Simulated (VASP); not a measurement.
Here is a VASP 6.6.1 calculation.

INCAR

```
PREC = Accurate
ENCUT = 520
EDIFF = 1E-6
ISMEAR = -1
SIGMA = 0.05
LREAL = False
LASPH = True
NELM = 100
ALGO = Fast
ISIF = 2
LWAVE = False
LCHARG = True
GGA = PS
LVHAR = True
NBANDS = 21
KPAR = 4
```

File KPOINTS:

```
Automatic mesh
0
Gamma
  9 9 9
```

Contents of POSCAR:

```
Ge
1.0
    0.0000000000      2.8289100000      2.8289100000
    2.8289100000      0.0000000000      2.8289100000
    2.8289100000      2.8289100000      0.0000000000
Ge
2
Direct
    0.0000000000      0.0000000000      0.0000000000
    0.2500000000      0.2500000000      0.2500000000
```

Potentials or basis: VASP PAW PBE potentials, release 64 (Ge_d).

Run with:

```sh
$ cat potpaw_PBE.64/Ge_d/POTCAR > POTCAR
$ mpirun -np 4 vasp_std > vasp.out
```

(1) Predict the band gap on the k mesh.

(2) Predict the pressure.

Answers

(1) none (metal or under the smearing width).

(2) 0.9 GPa.

Caveat: the PAW data sets were made with another functional, which shifts forces and pressure a little; this crystal is a semiconductor, whose small gap the functional closes, so the metal is an error of the method.

The gap isn't set beside the measured one, since this odd mesh misses points on the zone boundary.
